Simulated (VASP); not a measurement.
An input for Quantum ESPRESSO's pw.x (written as the equivalent of a VASP run, and not itself run):

```
&CONTROL
  calculation = 'scf'
  pseudo_dir = './pseudo'
  outdir = './out'
  tprnfor = .true.
  tstress = .true.
/
&SYSTEM
  ibrav = 0
  nat = 2
  ntyp = 2
  ecutwfc = 90
  occupations = 'tetrahedra'
  input_dft = 'pw91'
  nspin = 2
  starting_magnetization(1) = 0.29
  starting_magnetization(2) = 0.03
/
&ELECTRONS
  conv_thr = 7.3e-09
  electron_maxstep = 100
/
ATOMIC_SPECIES
  Fe 55.845 Fe.upf
  Pt 195.084 Pt.upf
CELL_PARAMETERS angstrom
     2.7293732    0.0000000    0.0000000
     0.0000000    2.7293732    0.0000000
     0.0000000    0.0000000    3.7698683
ATOMIC_POSITIONS crystal
  Fe   0.0000000  0.0000000  0.0000000
  Pt   0.5000000  0.5000000  0.5000000
K_POINTS automatic
  15 15 11 0 0 0
```

Problem. Write the VASP files for the same calculation (PW91).

Solution. Several could match; the one computed here: 
File POSCAR:
```
FePt
1
    2.7293732066     0.0000000000     0.0000000000
    0.0000000000     2.7293732066     0.0000000000
    0.0000000000     0.0000000000     3.7698682891
Fe Pt
1 1
Direct
  0.0000000000   0.0000000000   0.0000000000
  0.5000000000   0.5000000000   0.5000000000
```

**KPOINTS**
```
Automatic mesh
0
Gamma
15 15 11
0 0 0
```

**INCAR**
```
SYSTEM = FePt
PREC = Accurate
ENCUT = 520
EDIFF = 1E-7
NELM = 100
ALGO = Normal
LREAL = .FALSE.
LASPH = .TRUE.
ISMEAR = -5
GGA = 91
LMAXMIX = 6
ISPIN = 2
MAGMOM = 2.9 0.3
LORBIT = 11
LWAVE = .FALSE.
LCHARG = .TRUE.
NEDOS = 601
ISIF = 2
```

POTCAR, in this order: Fe Pt (PBE.64 set). Program: vasp_std.

Limits of the translation: the potentials are each code's own (VASP's PAW set, PseudoDojo norm-conserving files in pw.x), so ENCUT and ecutwfc are chosen apart and not converted; conv_thr bounds pw.x's estimated SCF error, while EDIFF bounds the energy change between steps; starting_magnetization is a fraction of the valence charge and MAGMOM a moment in μB, so they match only roughly.

The compound is FePt in the L1_0 structure. It was relaxed first.
